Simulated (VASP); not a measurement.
# AlV2C: structure and properties in VASP, part 3 of 6

What structure does AlV2C take at this level, and what are its properties? The start is a computed cell from the Materials Project.

VASP 6.6.1; PBE with D2, spin-polarised from an antiferromagnetic start; plane waves and PAW (V_sv, Al, C).

Still holding for the runs below: The k-mesh is coarse for a metal.

So far. Step 2 (Relaxing cell and atoms (PBE + D2)): It ends with a largest force of 0.004 eV/Å and a pressure of 0.05 GPa. Step 3 (Density, ELF and potential (PBE + D2)): In this run the pressure is 0.00 GPa, small enough to go on.

### Step 4. Bands along the symmetry lines (PBE + D2)

The mesh alone shows little of the dispersion and can miss band extrema, so KPOINTS_OPT adds a path through the symmetry points after the self-consistent cycle.

Input file INCAR:

```
SYSTEM = AlV2C
PREC = Accurate
ENCUT = 520
EDIFF = 1E-06
NELM = 100
ISMEAR = -1
SIGMA = 0.05
LREAL = .FALSE.
ALGO = Normal
GGA = PE
IVDW = 10
NBANDS = 57
ISPIN = 2
MAGMOM = 2 -2 2 -2 0 0 0 0
LMAXMIX = 4
LORBIT = 11
LWAVE = .FALSE.
LCHARG = .FALSE.
KPAR = 4
```

Input file POSCAR:

```
AlV2C
1.0
    2.9026727934      0.0000000000      0.0000000000
   -1.4513363967      2.5137883779      0.0000000000
    0.0000000000      0.0000000000     12.9904005384
V Al C
4 2 2
Direct
    0.3333333333      0.6666666667      0.9143115724
    0.6666666667      0.3333333333      0.0856884276
    0.6666666667      0.3333333333      0.4143115724
    0.3333333333      0.6666666667      0.5856884276
    0.6666666667      0.3333333333      0.7500000000
    0.3333333333      0.6666666667      0.2500000000
    0.0000000000      0.0000000000      0.5000000000
    0.0000000000      0.0000000000      0.0000000000
```

Input file KPOINTS:

```
Automatic mesh
0
Gamma
9 9 2
0 0 0
```

Input file KPOINTS_OPT:

```
Line mode
12
Line-mode
Reciprocal
  0.00000000   0.00000000   0.00000000 GAMMA
  0.50000000   0.00000000   0.00000000 M

  0.50000000   0.00000000   0.00000000 M
  0.33333333   0.33333333   0.00000000 K

  0.33333333   0.33333333   0.00000000 K
  0.00000000   0.00000000   0.00000000 GAMMA

  0.00000000   0.00000000   0.00000000 GAMMA
  0.00000000   0.00000000   0.50000000 A

  0.00000000   0.00000000   0.50000000 A
  0.50000000   0.00000000   0.50000000 L

  0.50000000   0.00000000   0.50000000 L
  0.33333333   0.33333333   0.50000000 H

  0.33333333   0.33333333   0.50000000 H
  0.00000000   0.00000000   0.50000000 A

  0.50000000   0.00000000   0.50000000 L
  0.50000000   0.00000000   0.00000000 M

  0.33333333   0.33333333   0.00000000 K
  0.33333333   0.33333333   0.50000000 H
```

The projector-augmented-wave data sets are V_sv, Al and C (PBE family, release 64).

Launch:

```console
> mpirun -np 4 vasp_std
```

Log:

```text
[... set-up lines as in an earlier step ...]
 entering main loop
       N       E                     dE             d eps       ncg     rms          rms(c)
DAV:   1     0.885572186918E+03    0.88557E+03   -0.35682E+04  5496   0.125E+03
DAV:   2    -0.282531842002E+02   -0.91383E+03   -0.86617E+03  5598   0.430E+02
DAV:   3    -0.792903444916E+02   -0.51037E+02   -0.49323E+02  6249   0.113E+02
DAV:   4    -0.805027248298E+02   -0.12124E+01   -0.12068E+01  6148   0.164E+01
DAV:   5    -0.805187532813E+02   -0.16028E-01   -0.16026E-01  6193   0.207E+00    0.588E+01
DAV:   6    -0.676169625893E+02    0.12902E+02   -0.57935E+01  6313   0.560E+01    0.160E+01
DAV:   7    -0.665360336184E+02    0.10809E+01   -0.17032E+01  5963   0.314E+01    0.167E+01
DAV:   8    -0.662406189878E+02    0.29541E+00   -0.14344E+00  6083   0.609E+00    0.807E+00
DAV:   9    -0.661284732203E+02    0.11215E+00   -0.37166E-01  6246   0.450E+00    0.115E+00
DAV:  10    -0.661305226340E+02   -0.20494E-02   -0.37118E-02  5819   0.101E+00    0.484E-01
DAV:  11    -0.661290171151E+02    0.15055E-02   -0.83009E-03  7013   0.580E-01    0.244E-01
DAV:  12    -0.661289350521E+02    0.82063E-04   -0.97311E-04  6364   0.232E-01    0.155E-01
DAV:  13    -0.661289066172E+02    0.28435E-04   -0.46116E-04  6012   0.124E-01    0.928E-02
DAV:  14    -0.661289119170E+02   -0.52998E-05   -0.62893E-05  5919   0.400E-02    0.144E-02
DAV:  15    -0.661289115595E+02    0.35750E-06   -0.77501E-06  6172   0.153E-02
   1 F= -.68714458E+02 E0= -.68700770E+02  d E =-.273772E-01  mag=     0.0000
 Start KPOINTS_OPT (optional k-point list driver)
k-point batch [1-24\108]
       N       E                     dE             ncg
DAV:   1    -0.297437742939E+02   -0.49790E+05     5488
DAV:   2    -0.215054212773E+05   -0.21476E+05     5569
DAV:   3    -0.225211242210E+05   -0.10157E+04     6135
DAV:   4    -0.225409021400E+05   -0.19778E+02     5898
DAV:   5    -0.225411447762E+05   -0.24264E+00     6166
DAV:   6    -0.225411504758E+05   -0.56996E-02     6002
DAV:   7    -0.225411506824E+05   -0.20658E-03     6244
DAV:   8    -0.225411506913E+05   -0.88859E-05     5732
DAV:   9    -0.225411506917E+05   -0.39702E-06     3866
[...]
k-point batch [97-108\108]
       N       E                     dE             ncg
DAV:   1     0.325220159222E+05   -0.36305E+05     2744
DAV:   2     0.219486460739E+05   -0.10573E+05     2829
DAV:   3     0.214544194085E+05   -0.49423E+03     3021
DAV:   4     0.214442762394E+05   -0.10143E+02     2933
DAV:   5     0.214441506033E+05   -0.12564E+00     3037
DAV:   6     0.214441479382E+05   -0.26652E-02     2894
DAV:   7     0.214441478491E+05   -0.89118E-04     3127
DAV:   8     0.214441478455E+05   -0.35741E-05     2811
DAV:   9     0.214441478453E+05   -0.15225E-06     1868
```

Wall time 2.1 min (4 MPI ranks of Intel Xeon 6975P-C (Granite Rapids), shared host); peak memory 2 GiB; 8.3 min of CPU time.

From OUTCAR (step 4):

```text
 Found     24 irreducible k-points:

   k-points           NKPTS =     24   k-points in BZ     NKDIM =     24   number of bands    NBANDS=     57

   NELECT =      66.0000    total number of electrons

 E-fermi :   9.6058

 spin component 1
 k-point     1 :       0.0000    0.0000    0.0000
  band No.  band energies     occupation
    ...
     30       9.0529      0.99998
     31       9.3231      0.99651
     32       9.3231      0.99651
     33       9.3411      0.99501
     34       9.3411      0.99501
     35      10.1759      0.00001
     36      10.1759      0.00001
     37      10.2163      0.00000
     38      10.2163      0.00000
     39      10.9844      0.00000
    ...

 k-point     2 :       0.1111    0.0000    0.0000
  band No.  band energies     occupation
    ...
     30       9.0053      0.99999
     31       9.0192      0.99999
     32       9.1940      0.99974
     33       9.4852      0.91777
     34       9.5104      0.87084
     35       9.8034      0.01887
     36      10.1137      0.00004
     37      10.1184      0.00004
     38      10.1638      0.00001
     39      11.0573      0.00000
    ...

 k-point     3 :       0.2222    0.0000    0.0000
  band No.  band energies     occupation
    ...
     29       8.1939      1.00000
     30       8.3008      1.00000
     31       8.7644      1.00000
     32       9.1805      0.99980
     33       9.5803      0.62510
     34       9.8182      0.01409
     35       9.8785      0.00426
     36      10.0952      0.00006
     37      10.3640      0.00000
     38      10.3966      0.00000
    ...

 k-point     4 :       0.3333    0.0000    0.0000
  band No.  band energies     occupation
    ...
     28       7.5267      1.00000
     29       7.6772      1.00000
     30       7.9037      1.00000
     31       8.3096      1.00000
     32       8.4466      1.00000
     33      10.1179      0.00004
     34      10.2517      0.00000
     35      10.2791      0.00000
     36      10.3501      0.00000
     37      11.0224      0.00000
    ...

  Edisp (eV):   -2.58555

  Total      -0.01640    -0.01640    -0.05602     0.00000     0.00000     0.00000
  in kB      -0.27729    -0.27729    -0.94683     0.00000     0.00000     0.00000
  external pressure =       -0.50 kB  Pullay stress =        0.00 kB

 POSITION                                       TOTAL-FORCE (eV/Angst)
 -----------------------------------------------------------------------------------
     -0.00000      1.67586     11.87727        -0.000000      0.000000     -0.004315
      1.45134      0.83793      1.11313         0.000000      0.000000      0.004315
      1.45134      0.83793      5.38207         0.000000      0.000000     -0.004315
     -0.00000      1.67586      7.60833        -0.000000     -0.000000      0.004315
      1.45134      0.83793      9.74280         0.000000     -0.000000      0.000000
     -0.00000      1.67586      3.24760         0.000000     -0.000000      0.000000
      0.00000      0.00000      6.49520         0.000000     -0.000000      0.000000
      0.00000      0.00000      0.00000         0.000000     -0.000000      0.000000
 -----------------------------------------------------------------------------------
    total drift:                                0.000000     -0.000000      0.000000

  FREE ENERGIE OF THE ION-ELECTRON SYSTEM (eV)
  ---------------------------------------------------
  free  energy   TOTEN  =       -68.7144584324 eV

  energy  without entropy=      -68.6870811836  energy(sigma->0) =      -68.70076981

 total charge
# of ion       s       p       d       tot
------------------------------------------
    1        2.273   6.288   3.165  11.726
    2        2.273   6.288   3.165  11.726
    3        2.273   6.288   3.165  11.726
    4        2.273   6.288   3.165  11.726
    5        0.424   0.395   0.000   0.819
    6        0.424   0.395   0.000   0.819
    7        0.907   1.576   0.000   2.483
    8        0.907   1.576   0.000   2.483
--------------------------------------------------
tot         11.752  29.094  12.660  53.507

 magnetization (x)
# of ion       s       p       d       tot
------------------------------------------
    1        0.000  -0.000  -0.000  -0.000
    2       -0.000   0.000   0.000   0.000
    3        0.000  -0.000  -0.000  -0.000
    4       -0.000   0.000   0.000   0.000
    5        0.000   0.000   0.000   0.000
    6        0.000   0.000   0.000   0.000
    7        0.000   0.000   0.000   0.000
    8        0.000   0.000   0.000   0.000
--------------------------------------------------
tot          0.000   0.000   0.000   0.000

[... 9 parts as in an earlier step ...]

[... 4 further parts left out ...]
```

This step gave:

```
SCF cycles : 15
bands      : 57
pressure   : -0.05005 GPa
```

Spin up. The electronic bands at the labelled points (eV, zero at the Fermi level; # counts the bands kept, so #1 is VASP's band 19):

```csv
point,#13,#14,#15,#16,#17,#18,#19,#20
Γ,-0.28,-0.28,-0.26,-0.26,0.57,0.57,0.61,0.61
0.45 of the way,-0.85,-0.45,0.00,0.23,0.29,0.49,0.78,0.81
M,-1.54,-1.52,0.74,1.03,1.12,1.19,1.73,1.76
0.45 of the way,-1.58,-1.46,-0.10,0.30,0.90,1.09,1.45,1.89
K,-1.70,-1.70,-1.26,-0.23,1.10,1.10,1.26,1.26
0.45 of the way,-1.04,-0.80,-0.63,0.04,0.33,1.08,1.23,1.24
Γ,-0.28,-0.28,-0.26,-0.26,0.57,0.57,0.61,0.61
0.45 of the way,-0.28,-0.28,-0.27,-0.27,0.57,0.57,0.61,0.61
A,-0.27,-0.27,-0.27,-0.27,0.59,0.59,0.59,0.59
0.45 of the way,-0.70,-0.70,0.26,0.26,0.27,0.27,0.80,0.80
L,-1.53,-1.53,0.95,0.95,1.11,1.11,1.75,1.75
0.45 of the way,-1.48,-1.48,0.06,0.06,0.99,0.99,1.61,1.61
H,-1.60,-1.60,-0.71,-0.71,0.98,0.98,1.43,1.43
0.55 of the way,-0.61,-0.61,-0.33,-0.33,0.60,0.60,0.98,0.98
A,-0.27,-0.27,-0.27,-0.27,0.59,0.59,0.59,0.59
jump to L,-1.53,-1.53,0.95,0.95,1.11,1.11,1.75,1.75
0.45 of the way,-1.54,-1.52,0.82,1.06,1.07,1.16,1.74,1.76
M,-1.54,-1.52,0.74,1.03,1.12,1.19,1.73,1.76
jump to K,-1.70,-1.70,-1.26,-0.23,1.10,1.10,1.26,1.26
0.45 of the way,-1.65,-1.65,-1.10,-0.35,1.03,1.03,1.35,1.35
H,-1.60,-1.60,-0.71,-0.71,0.98,0.98,1.43,1.43
```

Of the projections kept (V, Al, C), the largest for each band there; the rest of the weight can lie on other orbitals:

```csv
point,#13,#14,#15,#16,#17,#18,#19,#20
Γ,V 1.00,V 1.00,V 1.00,V 1.00,V 1.00,V 1.00,V 1.00,V 1.00
M,V 0.84,V 0.84,V 0.97,V 0.98,V 0.97,V 1.00,V 0.98,V 0.98
K,V 0.91,V 0.91,V 1.00,V 0.97,V 0.97,V 0.97,V 0.80,V 0.80
Γ,V 1.00,V 1.00,V 1.00,V 1.00,V 1.00,V 1.00,V 1.00,V 1.00
A,V 1.00,V 1.00,V 1.00,V 1.00,V 1.00,V 1.00,V 1.00,V 1.00
L,V 0.84,V 0.84,V 0.97,V 0.97,V 0.99,V 0.99,V 0.98,V 0.98
```

Spin down. Electronic bands along the path, in eV, zero at the Fermi level; # counts the bands kept, so #1 is VASP's band 19:

```csv
point,#13,#14,#15,#16,#17,#18,#19,#20
Γ,-0.28,-0.28,-0.26,-0.26,0.57,0.57,0.61,0.61
0.45 of the way,-0.85,-0.45,0.00,0.23,0.29,0.49,0.78,0.81
M,-1.54,-1.52,0.74,1.03,1.12,1.19,1.73,1.76
0.45 of the way,-1.58,-1.46,-0.10,0.30,0.90,1.09,1.45,1.89
K,-1.70,-1.70,-1.26,-0.23,1.10,1.10,1.26,1.26
0.45 of the way,-1.04,-0.80,-0.63,0.04,0.33,1.08,1.23,1.24
Γ,-0.28,-0.28,-0.26,-0.26,0.57,0.57,0.61,0.61
0.45 of the way,-0.28,-0.28,-0.27,-0.27,0.57,0.57,0.61,0.61
A,-0.27,-0.27,-0.27,-0.27,0.59,0.59,0.59,0.59
0.45 of the way,-0.70,-0.70,0.26,0.26,0.27,0.27,0.80,0.80
L,-1.53,-1.53,0.95,0.95,1.11,1.11,1.75,1.75
0.45 of the way,-1.48,-1.48,0.06,0.06,0.99,0.99,1.61,1.61
H,-1.60,-1.60,-0.71,-0.71,0.98,0.98,1.43,1.43
0.55 of the way,-0.61,-0.61,-0.33,-0.33,0.60,0.60,0.98,0.98
A,-0.27,-0.27,-0.27,-0.27,0.59,0.59,0.59,0.59
jump to L,-1.53,-1.53,0.95,0.95,1.11,1.11,1.75,1.75
0.45 of the way,-1.54,-1.52,0.82,1.06,1.07,1.16,1.74,1.76
M,-1.54,-1.52,0.74,1.03,1.12,1.19,1.73,1.76
jump to K,-1.70,-1.70,-1.26,-0.23,1.10,1.10,1.26,1.26
0.45 of the way,-1.65,-1.65,-1.10,-0.35,1.03,1.03,1.35,1.35
H,-1.60,-1.60,-0.71,-0.71,0.98,0.98,1.43,1.43
```

Of the projections kept (V, Al, C), the largest for each band there; the rest of the weight can lie on other orbitals:

```csv
point,#13,#14,#15,#16,#17,#18,#19,#20
Γ,V 1.00,V 1.00,V 1.00,V 1.00,V 1.00,V 1.00,V 1.00,V 1.00
M,V 0.84,V 0.84,V 0.97,V 0.98,V 0.97,V 1.00,V 0.98,V 0.98
K,V 0.91,V 0.91,V 1.00,V 0.97,V 0.97,V 0.97,V 0.80,V 0.80
Γ,V 1.00,V 1.00,V 1.00,V 1.00,V 1.00,V 1.00,V 1.00,V 1.00
A,V 1.00,V 1.00,V 1.00,V 1.00,V 1.00,V 1.00,V 1.00,V 1.00
L,V 0.84,V 0.84,V 0.97,V 0.97,V 0.99,V 0.99,V 0.98,V 0.98
```

There is no gap at this level.

Spin up: of the bands kept, 2 cross the Fermi level on this path. Spin down: of the bands kept, 2 cross the Fermi level on this path.

(Part 3 of 6 ends here.)

[Lines on the potential files, build, host, timing and source positions are cut from VASP's logs without a mark.]

[Logs are printed without paths, hosts, clocks, repeated set-up lines and the standing remarks that a program may print on its own settings, such as how far it seeks lower states.]

[Hosts, paths, dates, database ids (printed as entryN), source tags and the programs' standing remarks are cut or masked in the printed files.]

[A measured line is paired with the nearest computed mode of its activity, which favours agreement.]
